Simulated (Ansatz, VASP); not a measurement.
## Cross-check of PtSe2 (1T-PtSe2, 2 layers) between VASP and Ansatz

One calculation is typed for both programs; each brings its own data sets. How far apart do they land? The structure shown is the start of the Ansatz relaxation below; VASP solves that cell, so the two are compared at the walk's first step.

Main program and level: Ansatz 0.2.0; plane waves, with VASP 6.6.1 beside it; single point at PBEsol with D3(BJ).

## 1. The starting structure

The cell holds 6 atoms: 4 Se and 2 Pt. Its edges and angles: a = 3.750 Å, b = 3.750 Å, c = 46.235 Å, α = 90.0°, β = 90.0°, γ = 120.0°. Vacuum lies along c.

## 2. Ansatz: relaxation, PBEsol with D3(BJ)

Ansatz runs on its default PAW (the set named soft_2) files.

The two programs are compared at the cell with which this relaxation starts, whose forces are those of its first step.

Contents of input.yaml:

```yaml
crystal:
  lattice:
    - [3.75, 0.0, 0.0]
    - [-1.875, 3.2475952642, 0.0]
    - [0.0, 0.0, 46.23543559]
  atoms:
    - { symbol: Se, position: [0.6666666667, 0.3333333333, 0.4174287482] }
    - { symbol: Pt, position: [0.0, 0.0, 0.4419523389] }
    - { symbol: Se, position: [0.3333333333, 0.6666666667, 0.4664759295] }
    - { symbol: Se, position: [0.6666666667, 0.3333333333, 0.5335240705] }
    - { symbol: Pt, position: [0.0, 0.0, 0.5580476611] }
    - { symbol: Se, position: [0.3333333333, 0.6666666667, 0.5825712518] }
  periodic: [true, true, false]
kpoints:
  mp_grid: { grid: [12, 12, 1] }
hamiltonian:
  xc: pbesol
  dispersion: d3bj
scf:
  occupations: { method: fermi_dirac, width: 0.1 }
  convergence: { dr2_threshold: 1.0e-09 }
relax:
  f_tol: 0.01
  max_steps: 60
  cell: {}
output:
  write_potential: true
  write_density: true
  volumetric_format: npy
```

On the command line:

```console
> ansatz run input.yaml --threads 4 --pin off --max-ram 6144MiB --backend cpu --events-out ev --progress --plain --runs-dir out
```

Numbers of over 12 decimals in the logs are rounded to 6 here.

The program printed:

```text
Warning: relax.cell: scf.convergence.dr2_threshold = 1e-9 eV is looser than the 1.92920717431e-10 eV advised for a relaxation that steers and ends on the stress (1e-10 eV for each atom of the cell: 6, times the square of relax.cell.stress_2d_tol = 0.05 N/m over 17.6 Å (the atoms' height at the walk's start and 5 Å past either face), 2.835e-2 GPa, over a crystal's default 0.05). What an SCF threshold leaves in a stress goes as its square root, and in the free energy as the threshold itself, and one threshold admits the most on a small cell: [figures from the program's tests cut] Set scf.convergence.dr2_threshold to 1.92920717431e-10 eV or tighter. [rest of the remark cut]
Engine: ansatz 0.2.0, aarch64-unknown-linux-gnu
Pseudopotentials: kind: paw
Pseudopotential: Se, paw, valence charge 16, recommended cutoff 420 eV (normal), Se.paw.azcp
Pseudopotential: Pt, paw, valence charge 18, recommended cutoff 420 eV (normal), Pt.paw.azcp
Functional definition: PBEsol
  exchange = pbesol_x
  correlation = pbesol_c
Crystal: 6 atoms, lattice volume = 563.077 Å³
Basis set: ecut = 420 eV, 11087 PW (Γ), exchange–correlation on 54×54×640 points (8 copies of the dense FFT grid, shifted against one another)
Bands: 60, of which v1, the nominal top of the filled ones, is band 50 counted from 1 (49 counted from 0)
Symmetry: 12 space group operations
Space group: P-3m1 (ITA 164), of the structure as read, at distance tolerance 8.3e-5 Å
k-points: 19 of 144
Non-local potential: Se, projectors of the file, l = 0: 2, l = 1: 2, l = 2: 3, l = 3: 1
Non-local potential: Pt, projectors of the file, l = 0: 3, l = 1: 2, l = 2: 2, l = 3: 1
PAW form: soft (Blöchl's): semilocal exchange-correlation on the pseudo side does not see the compensation charge
PAW frozen core: Se, regenerated for the run's functional, and the local potential with it (the file was generated under x = pbe(κ = 0.804, μ = 0.219515), c = pbe(β = 0.066725))
PAW frozen core: Pt, regenerated for the run's functional, and the local potential with it (the file was generated under x = pbe(κ = 0.804, μ = 0.219515), c = pbe(β = 0.066725))
PAW one-centre angular grid: Se, 590 points (default); XC on 64 Gauss nodes
PAW one-centre angular grid: Pt, 590 points (default); XC on 64 Gauss nodes
Initial density: superposition of atomic densities (neutral atoms: chi_scale 0, normalization atom), corrected by the library's trained network
Initial wavefunctions: pseudopotential atomic-orbital guess
Functional: x = pbesol(κ = 0.804, μ = 0.123457), c = pbesol(β = 0.046)
SCF iter   1: F=—  HF=-46468.164823 eV  |F-HF|=—  |Δ(HF+E_count)|=         —  Δρ=2.02e-3  dr2=3.85e-2  ethr=1.77e-3  ⟨swp⟩=13.7  Hψ=6482  notcnv=0  defer=16
preconditioner: auto → LDOS  [insulator: Δε(μ)=0.643 eV  Ē_g=10.042 eV  σ=0.100 eV  W_gap=0.92  n_scr=84 (ndim 8)  ℏωp=10.4 eV  f_vac=0.760  D(μ)=0.16/eV (n_scr^D=2)  ε∞_Penn≈2.1  β→1.0]
SCF iter   2: F=—  HF=-46468.176016 eV  |F-HF|=—  |Δ(HF+E_count)|=   1.12e-2  Δρ=2.43e-3  dr2=2.20e-1  ethr=3.85e-5  ⟨swp⟩=4.2  Hψ=3416  notcnv=0  defer=33
SCF iter   3: F=—  HF=-46468.168366 eV  |F-HF|=—  |Δ(HF+E_count)|=   7.65e-3  Δρ=2.19e-3  dr2=2.63e-1  ethr=3.85e-5  ⟨swp⟩=4.0  Hψ=2507  notcnv=0  defer=33
SCF iter   4: F=—  HF=-46468.155877 eV  |F-HF|=—  |Δ(HF+E_count)|=   1.25e-2  Δρ=1.70e-3  dr2=1.51e-1  ethr=3.85e-5  ⟨swp⟩=1.7  Hψ=1286  notcnv=0  defer=32
SCF iter   5: F=—  HF=-46468.140870 eV  |F-HF|=—  |Δ(HF+E_count)|=   1.50e-2  Δρ=4.03e-4  dr2=4.78e-3  ethr=3.85e-5  ⟨swp⟩=2.7  Hψ=1803  notcnv=0  defer=32
SCF iter   6: F=—  HF=-46468.140463 eV  |F-HF|=—  |Δ(HF+E_count)|=   4.07e-4  Δρ=1.30e-4  dr2=2.30e-4  ethr=4.78e-6  ⟨swp⟩=2.9  Hψ=1899  notcnv=0  defer=30
SCF iter   7: F=—  HF=-46468.140408 eV  |F-HF|=—  |Δ(HF+E_count)|=   5.43e-5  Δρ=6.79e-5  dr2=3.95e-5  ethr=2.30e-7  ⟨swp⟩=3.6  Hψ=2269  notcnv=0  defer=30
SCF iter   8: F=—  HF=-46468.140422 eV  |F-HF|=—  |Δ(HF+E_count)|=   1.34e-5  Δρ=1.26e-5  dr2=8.10e-7  ethr=3.95e-8  ⟨swp⟩=3.4  Hψ=2149  notcnv=0  defer=30
SCF iter   9: F=—  HF=-46468.140549 eV  |F-HF|=—  |Δ(HF+E_count)|=   1.27e-4  Δρ=5.21e-6  dr2=1.87e-7  ethr=8.10e-10  ⟨swp⟩=3.8  Hψ=2433  notcnv=0  defer=31
SCF iter  10: F=—  HF=-46468.140550 eV  |F-HF|=—  |Δ(HF+E_count)|=   6.56e-7  Δρ=8.64e-7  dr2=3.98e-9  ethr=1.87e-10  ⟨swp⟩=3.3  Hψ=2092  notcnv=0  defer=31
[...]
SCF iter   2: F=—  HF=-46468.799236 eV  |F-HF|=—  |Δ(HF+E_count)|=   1.20e-4  Δρ=4.01e-6  dr2=1.11e-7  ethr=3.38e-10  ⟨swp⟩=5.3  Hψ=3919  notcnv=0
SCF iter   3: F=—  HF=-46468.799236 eV  |F-HF|=—  |Δ(HF+E_count)|=   1.06e-7  Δρ=2.85e-6  dr2=7.54e-8  ethr=1.11e-10  ⟨swp⟩=3.0  Hψ=2398  notcnv=0
SCF iter   4: F=—  HF=-46468.799236 eV  |F-HF|=—  |Δ(HF+E_count)|=   2.29e-8  Δρ=5.06e-7  dr2=1.09e-9  ethr=7.54e-11  ⟨swp⟩=2.6  Hψ=1594  notcnv=0
SCF iter   5: F=-46468.799236 eV  HF=-46468.799236 eV  |F-HF|=2.76e-10  |Δ(HF+E_count)|=  5.82e-11  Δρ=2.30e-7  dr2=5.65e-10  ethr=1.00e-12  ⟨swp⟩=22.1  Hψ=9830  notcnv=0
SCF 8 converged in 5 iterations: F = -46468.799236 eV  dr2 = 5.65e-10
relax step   8: F+E_penalty+E_count = -46468.79923586 eV  Δ(F+E_penalty+E_count) = +7.045e-4 eV  max|allowed force component| = 2.949e-3 eV/Å  Δτ_max = 0.0000 Å  P = +0.010 N/m  Ω = 547.940 Å³  fix = [c, alpha, beta]  reactions: c +0.000 N/m  stress off target by 9.64e-3 N/m on what of the cell is left free  SCF on the basis re-selected at this cell (its energy is not comparable with the rows above)  (5 SCF iters)
basis re-selected at this cell: Δ(F+E_penalty+E_count) = +7.045e-4 eV, ΔP = -0.001 N/m vs the last step (what re-selecting the basis moved, of the pressure what is left beyond the Pulay correction that the steps carried, after the strain that the cell walked since its last selection, with what the two solves' SCF thresholds leave and, on support functions, any second-order correction that the steps lacked; it is no measure of the basis error at this ecutwfc). The dense FFT grid was sized anew with the basis: this SCF ran on 25×25×320 points, the steps before it on 27×27×320, so part of this shift can come from that change (see relax.cell in the input reference). [rest of the remark cut]
WARN: The output density's exchange-correlation potential varies sharply where the density is thin. Do not read a vacuum level from v_tot or v_xc, or from such a field of the output density. On a cell that repeats whose density bears no net charge and no dipole along the vacuum's axis use v_es (v_loc + v_h of the components); under efield.dipole_correction with no amplitude use v_es + v_field, which holds any externa [...]
SCF converged after 5 iterations
Free energy (F): -46468.799236 eV
Harris-Foulkes:  -46468.799236 eV  (|F-HF|=2.76e-10)
Internal energy: -46468.766863 eV  (E = F + TS)
E sigma→0 (E₀):  -46468.783049 eV
Entropy (-TS):   -0.032373 eV (-5.395 meV/atom)
Fermi energy:    -4.714715 eV
--- Per-component energies (eV) ---
  E_band       = -3719.838328
  E_kinetic    = 1752.000868
  E_local      = -664707.708515  (includes V_loc(G=0)·N_el)
  E_nonlocal   = -1962.034819
  E_hartree    = 330956.941994
  E_xc         = -935.382168
  E_vxc        = -999.047050  (∫ρ·V_xc dr)
  E_paw        = -26107.033856  (= ΣΔE_a)
  E_vpaw       = 283.073750  (= ΣTr[D̂ρ^β])
  E_aug_tail   = -0.001974  (compensation charges beyond the density's cutoff)
  E_ewald      = 314531.879827
  E_disp       = -2.035985  (pairwise vdW)
  E_core_change = 4.607764  (= ΣΔE_core)
  E_smearing   = -0.032373  (= −TS)
  E_closure    = 0.000000  (closes the sum)
  Σ components = -46468.799236   (vs F -46468.799236, Δ=0.00e0)
--- Forces (eV/Å), atoms counted from 1 ---
  atom   1  Se    -0.00000000     0.00000000     0.00198977
  atom   2  Pt    -0.00000000    -0.00000000    -0.00294942
  atom   3  Se     0.00000000    -0.00000000     0.00167767
  atom   4  Se     0.00000000     0.00000000    -0.00167767
  atom   5  Pt     0.00000000     0.00000000     0.00294942
  atom   6  Se     0.00000000    -0.00000000    -0.00198977
  max |Σ_I F_I| component: 2.31e-18 eV/Å
--- 2D stress c σ (N/m, compression-positive) ---
        0.009640       0.000000       0.000000
        0.000000       0.009640       0.000000
        0.000000       0.000000       0.000000
  P = ½ c Tr σ = 0.0096 N/m
--- Band table (eV; the first three rows and the last of 19) ---
  k-point 0: bands = [... 46 lower, -6.2012, -5.7506, -5.7506, -4.9769, -3.1708, -3.1708, -2.4616, -2.4616, ... 6 higher]
  k-point 1: bands = [... 46 lower, -6.1939, -5.8536, -5.7376, -4.7244, -3.5762, -3.3129, -2.9853, -2.5392, ... 6 higher]
  k-point 2: bands = [... 46 lower, -6.2708, -5.9237, -5.7797, -5.2076, -3.9332, -3.5571, -3.4924, -2.6959, ... 6 higher]
  k-point 18: bands = [... 46 lower, -7.1122, -7.1122, -6.5913, -6.5913, -4.4043, -4.4043, -3.0232, -3.0232, ... 6 higher]
  the weakly bound empty levels are not read free of the cell's end (no_gap_told)
--- Relaxed structure (7 steps of the walk, 6 accepted, 1 SCFs on fresh bases) ---
  F+E_penalty+E_count = -46468.79923586 eV   max|allowed force component| = 2.949e-3 eV/Å   (the final SCF, on the basis selected at the relaxed cell)
  cell:  # Å, volume = 547.9405 Å³
    - [3.699252, 0, 0]
    - [-1.849626, 3.203646, 0]
    - [0, 0, 46.23543559]
  atoms:
    - { symbol: Se, position: [0.666667, 0.333333, 0.420671] }
    - { symbol: Pt, position: [3.192076258058063e-18, 0, 0.448948] }
    - { symbol: Se, position: [0.333333, 0.666667, 0.476418] }
    - { symbol: Se, position: [0.666667, 0.333333, 0.523582] }
    - { symbol: Pt, position: [-3.1920762580581427e-18, 0, 0.551052] }
    - { symbol: Se, position: [0.333333, 0.666667, 0.579329] }
```

## 3. VASP: single point, PBEsol with D3(BJ), start cell

The same cell, functional, mesh and smearing now go to VASP, with its own data sets.

Lines of VASP's logs that name or quote its potential files are left out, and so is its time.

Contents of INCAR:

```
SYSTEM = PtSe2
PREC = Accurate
ENCUT = 400
EDIFF = 1E-06
NELM = 120
ISMEAR = -1
SIGMA = 0.1
LREAL = .FALSE.
ALGO = Normal
GGA = PS
IVDW = 12
NBANDS = 28
LASPH = .TRUE.
LORBIT = 11
LWAVE = .FALSE.
LCHARG = .FALSE.
ISIF = 2
LDIPOL = .TRUE.
IDIPOL = 3
DIPOL = 0.5 0.5 0.5
LVHAR = .TRUE.
GGA_COMPAT = .FALSE.
EFERMI = MIDGAP
NELMDL = -8
KPAR = 2
```

Contents of POSCAR:

```
PtSe2
1.0
    3.7500000000      0.0000000000      0.0000000000
   -1.8750000000      3.2475950000      0.0000000000
    0.0000000000      0.0000000000     46.2354360000
Se Pt
4 2
Direct
    0.6666667180      0.3333334360      0.4174287445
    0.3333334360      0.6666668719      0.4664759298
    0.6666667180      0.3333334360      0.5335240702
    0.3333334360      0.6666668719      0.5825712555
    0.0000000000      0.0000000000      0.4419523372
    0.0000000000      0.0000000000      0.5580476628
```

Contents of KPOINTS:

```
Automatic mesh
0
Gamma
12 12 1
0 0 0
```

PAW data sets: Se and Pt (PBE family, release 64).

On the command line:

```console
> mpirun -np 2 vasp_std
```

The program printed:

```text
[banner, memory and clock lines left out]
running    2 mpi-ranks, on    1 nodes
 distrk:  each k-point on    1 cores,    2 groups
 distr:  one band on    1 cores,    1 groups

 POSCAR found type information on POSCAR SePt
 POSCAR found :  2 types and       6 ions
|                                                                             |
|               ----> ADVICE to this user running VASP <----                  |
|                                                                             |
|     You enforced a specific xc type in the INCAR file but a different       |
|     [... a line on the potential file left out ...]
|     I HOPE YOU KNOW WHAT YOU ARE DOING!                                     |
|                                                                             |

 LDA part: xc-table for (Slater+PW92), standard interpolation
 POSCAR, INCAR and KPOINTS ok, starting setup
 FFT: planning ... GRIDC
 FFT: planning ... GRID_SOFT
 FFT: planning ... GRID
 WAVECAR not read
 entering main loop
       N       E                     dE             d eps       ncg     rms          rms(c)
DAV:   1     0.353608608169E+03    0.35361E+03   -0.12635E+04  1096   0.927E+02
DAV:   2     0.146712210220E+02   -0.33894E+03   -0.32875E+03  1708   0.193E+02
DAV:   3    -0.320386124703E+02   -0.46710E+02   -0.46201E+02  1380   0.846E+01
DAV:   4    -0.330310088127E+02   -0.99240E+00   -0.98218E+00  1388   0.140E+01
DAV:   5    -0.330487608927E+02   -0.17752E-01   -0.17725E-01  1372   0.181E+00
DAV:   6    -0.330493114508E+02   -0.55056E-03   -0.55052E-03  1456   0.305E-01
DAV:   7    -0.330493284011E+02   -0.16950E-04   -0.16950E-04  1464   0.501E-02
DAV:   8    -0.330493290361E+02   -0.63500E-06   -0.63461E-06  1232   0.805E-03    0.212E+01
DAV:   9    -0.315344544730E+02    0.15149E+01   -0.10417E+01  1164   0.250E+01    0.115E+01
DAV:  10    -0.313267751570E+02    0.20768E+00   -0.31993E+00  1164   0.145E+01    0.476E+00
DAV:  11    -0.311730677311E+02    0.15371E+00   -0.29381E-01  1152   0.465E+00    0.109E+00
DAV:  12    -0.311649794243E+02    0.80883E-02   -0.80258E-02  1228   0.194E+00    0.300E-01
DAV:  13    -0.311654931102E+02   -0.51369E-03   -0.45525E-03  1256   0.346E-01    0.363E-01
DAV:  14    -0.311654531317E+02    0.39979E-04   -0.24145E-03  1200   0.376E-01    0.340E-01
DAV:  15    -0.311658494835E+02   -0.39635E-03   -0.26723E-04  1164   0.984E-02    0.295E-01
DAV:  16    -0.311656479477E+02    0.20154E-03   -0.10101E-04  1248   0.562E-02    0.239E-01
DAV:  17    -0.311655367395E+02    0.11121E-03   -0.55739E-05  1328   0.303E-02    0.189E-01
DAV:  18    -0.311654959123E+02    0.40827E-04   -0.12767E-05  1332   0.143E-02    0.163E-01
DAV:  19    -0.311654138211E+02    0.82091E-04   -0.89461E-05  1164   0.370E-02    0.910E-02
DAV:  20    -0.311653881092E+02    0.25712E-04   -0.42154E-05  1304   0.251E-02    0.433E-02
DAV:  21    -0.311653855007E+02    0.26085E-05   -0.51086E-06  1208   0.887E-03    0.272E-02
DAV:  22    -0.311653851969E+02    0.30376E-06   -0.28729E-06   904   0.663E-03
   1 F= -.33011150E+02 E0= -.33006874E+02  d E =-.855208E-02
```

(Part 1 of 2 ends here.)

[Lines on the potential files, build, host, timing and source positions are cut from VASP's logs without a mark.]

[Logs are printed without paths, hosts, clocks, repeated set-up lines and the standing remarks that a program may print on its own settings, such as how far it seeks lower states.]

[Hosts, paths, dates, database ids (printed as entryN), source tags and the programs' standing remarks are cut or masked in the printed files.]
